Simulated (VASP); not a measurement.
All values below come from PBEsol GGA, VASP's PBE PAW potentials (set 64) (plane waves; VASP).

Input for VASP

### KPOINTS
```
Automatic mesh
0
Gamma
6 6 2
0 0 0
```

### POSCAR
```
CdZn3S4
1
    1.9267612559    -3.3372484289    -0.0000000000
    1.9267612559     3.3372484289     0.0000000000
   -0.0000000000    -0.0000000000    12.7469650326
Zn S Cd
3 4 1
Direct
  0.6666670000   0.3333330000   0.2403908190
  0.3333330000   0.6666670000   0.0007457688
  0.6666670000   0.3333330000   0.7598010495
  0.6666670000   0.3333330000   0.4215225663
  0.3333330000   0.6666670000   0.1824839668
  0.6666670000   0.3333330000   0.9419662281
  0.3333330000   0.6666670000   0.7015996405
  0.3333330000   0.6666670000   0.5054899611
```

### INCAR
```
ISMEAR = 0
LCHARG = F
LREAL = F   ! projection in real space or not
LMAXMIX = 4   ! l cut-off of mixed one-centre charges
ENCUT = 400   ! plane-wave cut-off (eV)
SIGMA = 0.05   ! width (eV)
GGA = PS
SYSTEM = CdZn3S4
NSW = 60
EDIFF = 1E-6   ! SCF stop (eV)
PREC = Accurate
EDIFFG = -0.02   ! ionic stop
LWAVE = F
ISIF = 3   ! ions, shape and volume
NELM = 100   ! most electronic steps
LASPH = T
IBRION = 2
ALGO = Normal
```

POTCAR, in this order: Zn S Cd (PBE.64 set). Program: vasp_std.

The resulting files:

OUTCAR:
```
 ion  position               nearest neighbor table
   1  0.667  0.333  0.240-   4 2.31   5 2.34   5 2.34   5 2.34
   2  0.333  0.667  0.001-   5 2.32   6 2.35   6 2.35   6 2.35
   3  0.667  0.333  0.760-   6 2.32   7 2.35   7 2.35   7 2.35
   4  0.667  0.333  0.422-   1 2.31   8 2.47   8 2.47   8 2.47
   5  0.333  0.667  0.182-   2 2.32   1 2.34   1 2.34   1 2.34
   6  0.667  0.333  0.942-   3 2.32   2 2.35   2 2.35   2 2.35
   7  0.333  0.667  0.702-   3 2.35   3 2.35   3 2.35   8 2.50
   8  0.333  0.667  0.505-   4 2.47   4 2.47   4 2.47   7 2.50
  LATTYP: Found a hexagonal cell.
 ALAT       =     3.8535225461
 C/A-ratio  =     3.3078734794
 Subroutine PRICEL returns:
 Original cell was already a primitive cell.
 Subroutine GETGRP returns: Found  6 space group operations
The static configuration has the point symmetry C_3v.
The dynamic configuration has the point symmetry C_3v.
 Subroutine INISYM returns: Found  6 space group operations
 Subroutine IBZKPT returns following result:
 Found     14 irreducible k-points:

 Following reciprocal coordinates:
            Coordinates               Weight
  0.000000  0.000000  0.000000      1.000000
  0.166667 -0.000000  0.000000      6.000000
  0.333333 -0.000000  0.000000      6.000000
  0.500000 -0.000000  0.000000      3.000000
  0.166667  0.166667  0.000000      6.000000
  0.333333  0.166667  0.000000     12.000000
  0.333333  0.333333  0.000000      2.000000
  0.000000  0.000000  0.500000      1.000000
  0.166667 -0.000000  0.500000      6.000000
  0.333333 -0.000000  0.500000      6.000000
  0.500000 -0.000000  0.500000      3.000000
  0.166667  0.166667  0.500000      6.000000
  0.333333  0.166667  0.500000     12.000000
  0.333333  0.333333  0.500000      2.000000
   k-points           NKPTS =     14   k-points in BZ     NKDIM =     14   number of bands    NBANDS=     43
   number of dos      NEDOS =    301   number of ions     NIONS =      8
   total plane-waves  NPLWV =  65856
   dimension x,y,z NGX =    28 NGY =   28 NGZ =   84
   dimension x,y,z NGXF=    56 NGYF=   56 NGZF=  168
   ions per type =               3   4   1
   PREC   = accura    normal or accurate (medium, high low for compatibility)
   ISTART =      0    job   : 0-new  1-cont  2-samecut
   ICHARG =      2    charge: 1-file 2-atom 10-const
   ISPIN  =      1    spin polarized calculation?
   LNONCOLLINEAR =      F non collinear calculations
   LSORBIT =      F    spin-orbit coupling
   INIWAV =      1    electr: 0-lowe 1-rand  2-diag
   ENCUT  =  400.0 eV  29.40 Ry    5.42 a.u.   6.28  6.28 20.79*2*pi/ulx,y,z
   NELM   =    100;   NELMIN=  2; NELMDL= -5     # of ELM steps
   EDIFF  = 0.1E-05   stopping-criterion for ELM
   LREAL  =      F    real-space projection
   NLSPLINE    = F    spline interpolate recip. space projectors
   LMAXMIX     =    4 max onsite mixed and CHGCAR
   VOSKOWN=      0    Vosko Wilk Nusair interpolation
   EDIFFG = -.2E-01   stopping-criterion for IOM
   NSW    =     60    number of steps for IOM
   NBLOCK =      1;   KBLOCK =     60    inner block; outer block
   IBRION =      2    ionic relax: 0-MD 1-quasi-New 2-CG
   NFREE  =      1    steps in history (QN), initial steepest desc. (CG)
   ISIF   =      3    stress and relaxation
   ISYM   =      2    0-nonsym 1-usesym 2-fastsym
   TEIN   =    0.0    initial temperature
   TEBEG  =    0.0;   TEEND  =   0.0 temperature during run
   SMASS  =  -3.00    Nose mass-parameter (am)
   PSTRESS=    0.0 pullay stress
   NELECT =      72.0000    total number of electrons
   EFERMI =   0.00;   METHOD = LEGACY
   ISMEAR =     0;   SIGMA  =   0.05  broadening in eV -4-tet -1-fermi 0-gaus
   IALGO  =     38    algorithm
   LDIAG  =      T    sub-space diagonalisation (order eigenvalues)
   IMIX   =      4    mixing-type and parameters
     AMIX     =   0.40;   BMIX     =  1.00
...
```

OSZICAR:
```
       N       E                     dE             d eps       ncg     rms          rms(c)
DAV:   1     0.552310500000E+03    0.55231E+03   -0.28909E+04  1204   0.159E+03
DAV:   2     0.380598341261E+02   -0.51425E+03   -0.49997E+03  1220   0.400E+02
DAV:   3    -0.285105071166E+02   -0.66570E+02   -0.65890E+02  1355   0.142E+02
DAV:   4    -0.310861293021E+02   -0.25756E+01   -0.25672E+01  1432   0.282E+01
DAV:   5    -0.311299312919E+02   -0.43802E-01   -0.43759E-01  1432   0.385E+00    0.153E+01
DAV:   6    -0.293145658716E+02    0.18154E+01   -0.40961E+00  1636   0.439E+01    0.114E+01
DAV:   7    -0.295003603712E+02   -0.18579E+00   -0.57288E+00  1354   0.109E+01    0.435E+00
DAV:   8    -0.293747120332E+02    0.12565E+00   -0.54381E-01  1511   0.662E+00    0.117E+00
DAV:   9    -0.293686857481E+02    0.60263E-02   -0.10299E-01  1517   0.263E+00    0.321E-01
DAV:  10    -0.293685772908E+02    0.10846E-03   -0.49359E-03  1543   0.909E-01    0.241E-01
DAV:  11    -0.293687636031E+02   -0.18631E-03   -0.73684E-04  1618   0.486E-01    0.118E-01
DAV:  12    -0.293688229010E+02   -0.59298E-04   -0.19050E-04  1415   0.247E-01    0.215E-02
DAV:  13    -0.293688299844E+02   -0.70834E-05   -0.47775E-05  1437   0.504E-02    0.163E-02
DAV:  14    -0.293688312505E+02   -0.12661E-05   -0.77638E-06  1495   0.336E-02    0.793E-03
DAV:  15    -0.293688324992E+02   -0.12487E-05   -0.26093E-06  1055   0.118E-02    0.466E-03
DAV:  16    -0.293688325592E+02   -0.59993E-07   -0.13470E-07   698   0.811E-03
   1 F= -.29368833E+02 E0= -.29368833E+02  d E =-.293688E+02
       N       E                     dE             d eps       ncg     rms          rms(c)
DAV:   1    -0.293696723690E+02   -0.83987E-03   -0.70763E-02  1247   0.142E+00    0.216E-01
DAV:   2    -0.293692843779E+02    0.38799E-03   -0.26192E-03  1445   0.555E-01    0.982E-02
DAV:   3    -0.293690877485E+02    0.19663E-03   -0.23634E-04  1482   0.128E-01    0.564E-02
DAV:   4    -0.293690274991E+02    0.60249E-04   -0.12291E-04  1444   0.105E-01    0.134E-02
DAV:   5    -0.293690295940E+02   -0.20949E-05   -0.43986E-05  1332   0.617E-02    0.111E-02
DAV:   6    -0.293690294775E+02    0.11647E-06   -0.27589E-06   926   0.272E-02
   2 F= -.29369029E+02 E0= -.29369029E+02  d E =-.196918E-03
       N       E                     dE             d eps       ncg     rms          rms(c)
DAV:   1    -0.293690293553E+02    0.23874E-06   -0.14107E-06   698   0.181E-02    0.330E-03
DAV:   2    -0.293690293698E+02   -0.14486E-07   -0.76455E-07   674   0.206E-02
   3 F= -.29369029E+02 E0= -.29369029E+02  d E =-.196811E-03
       N       E                     dE             d eps       ncg     rms          rms(c)
DAV:   1    -0.293690999730E+02   -0.70618E-04   -0.11195E-02  1262   0.611E-01    0.573E-02
DAV:   2    -0.293690694094E+02    0.30564E-04   -0.32161E-04  1530   0.217E-01    0.217E-02
DAV:   3    -0.293690661919E+02    0.32175E-05   -0.19827E-05  1394   0.321E-02    0.142E-02
DAV:   4    -0.293690652142E+02    0.97768E-06   -0.14320E-06   809   0.161E-02
   4 F= -.29369065E+02 E0= -.29369065E+02  d E =-.358445E-04
```

File OUTCAR:
```
------------------------ aborting loop because EDIFF is reached ----------------------------------------
  FORCE on cell =-STRESS in cart. coord.  units (eV):
  Direction    XX          YY          ZZ          XY          YZ          ZX
  --------------------------------------------------------------------------------------
  Total        0.0148449      0.0148449      0.0277599      0.0000000     -0.0000000      0.0000000
  in kB        0.1450750      0.1450750      0.2712899      0.0000000     -0.0000000      0.0000000
  external PRESSURE =       0.1871466 kB  Pullay stress =       0.0000000 kB
  volume of cell :      163.94
      direct lattice vectors                 reciprocal lattice vectors
     1.925865990 -3.335697784  0.000000000     0.259623464 -0.149893675  0.000000000
     1.925865990  3.335697784 -0.000000000     0.259623464  0.149893675  0.000000000
     0.000000000  0.000000000 12.760044197     0.000000000  0.000000000  0.078369635
 POSITION                                       TOTAL-FORCE (eV/Angst)
 -----------------------------------------------------------------------------------
      1.92587     -1.11190      3.06784         0.000000      0.000000      0.003539
      1.92587      1.11190      0.00762        -0.000000      0.000000     -0.000013
      1.92587     -1.11190      9.69748         0.000000     -0.000000      0.012596
      1.92587     -1.11190      5.37803        -0.000000      0.000000     -0.007199
      1.92587      1.11190      2.32962         0.000000     -0.000000     -0.006085
      1.92587     -1.11190     12.01964        -0.000000     -0.000000      0.003071
      1.92587      1.11190      8.95266        -0.000000     -0.000000     -0.004738
      1.92587      1.11190      6.44830         0.000000     -0.000000     -0.001172
 -----------------------------------------------------------------------------------
    total drift:                               -0.000001     -0.000186     -0.000029
  FREE ENERGIE OF THE ION-ELECTRON SYSTEM (eV)
  ---------------------------------------------------
  free  energy   TOTEN  =       -29.3690652142 eV

  energy  without entropy=      -29.3690652142  energy(sigma->0) =      -29.36906521

 reached required accuracy - stopping structural energy minimisation
```
(Selected blocks of OUTCAR.)

### CONTCAR
```
CdZn3S4
   1.00000000000000
     1.9258659904746482   -3.3356977836418014    0.0000000000000000
     1.9258659904746482    3.3356977836418014   -0.0000000000000000
     0.0000000000000000    0.0000000000000000   12.7600441972781198
  Zn              S               Cd
     3     4     1
Direct
     0.6666669999999968    0.3333330000000032    0.2404257400183975
     0.3333330000000032    0.6666669999999968    0.0005971413882401
     0.6666669999999968    0.3333330000000032    0.7599881698450502
     0.6666669999999968    0.3333330000000032    0.4214744761491583
     0.3333330000000032    0.6666669999999968    0.1825713852719298
     0.6666669999999968    0.3333330000000032    0.9419751272117587
     0.3333330000000032    0.6666669999999968    0.7016166902842103
     0.3333330000000032    0.6666669999999968    0.5053512699312477
```

File OUTCAR:
```
 val. band max:        2.1974090210   @ k =   0.0000   0.0000   0.0000

 cond. band min:       3.7373398355   @ k =   0.0000   0.0000   0.0000


 Fermi energy:         2.4634450408

 k-point     1 :       0.0000    0.0000    0.0000
  band No.  band energies     occupation
      1     -11.1613      2.00000
      2     -10.8011      2.00000
      3     -10.5735      2.00000
      4     -10.1740      2.00000
      5      -5.7383      2.00000
      6      -5.7383      2.00000
      7      -5.6581      2.00000
      8      -5.2964      2.00000
      9      -5.2964      2.00000
     10      -4.4431      2.00000
     11      -4.4383      2.00000
     12      -4.4383      2.00000
     13      -4.3775      2.00000
     14      -4.3775      2.00000
     15      -4.3656      2.00000
     16      -4.3060      2.00000
     17      -4.3060      2.00000
     18      -4.0069      2.00000
     19      -4.0069      2.00000
     20      -3.9237      2.00000
     21      -3.9236      2.00000
     22      -3.8649      2.00000
     23      -3.8648      2.00000
     24      -3.8444      2.00000
     25      -3.3329      2.00000
     26      -0.9531      2.00000
     27      -0.8843      2.00000
     28       1.0200      2.00000
     29       1.0201      2.00000
     30       1.3944      2.00000
     31       1.3945      2.00000
     32       1.6446      2.00000
     33       1.6446      2.00000
     34       1.8706      2.00000
     35       2.1974      2.00000
     36       2.1974      2.00000
     37       3.7373      0.00000
     38       4.8413      0.00000
     39       5.1711      0.00000
     40       5.6525      0.00000
     41       7.8286      0.00000
     42       8.1295      0.00000
     43       8.1295      0.00000

 k-point     2 :       0.1667   -0.0000    0.0000
  band No.  band energies     occupation
      1     -10.9877      2.00000
      2     -10.6557      2.00000
      3     -10.4489      2.00000
      4     -10.0942      2.00000
      5      -5.6861      2.00000
...
```

The structure was generated: CdZn3S4 was put into an ordered model structure (P3m1), which need not be its known phase. This run relaxes it. Symmetry was kept, so distortions that lower it aren't found. The start is the result of an earlier pass.
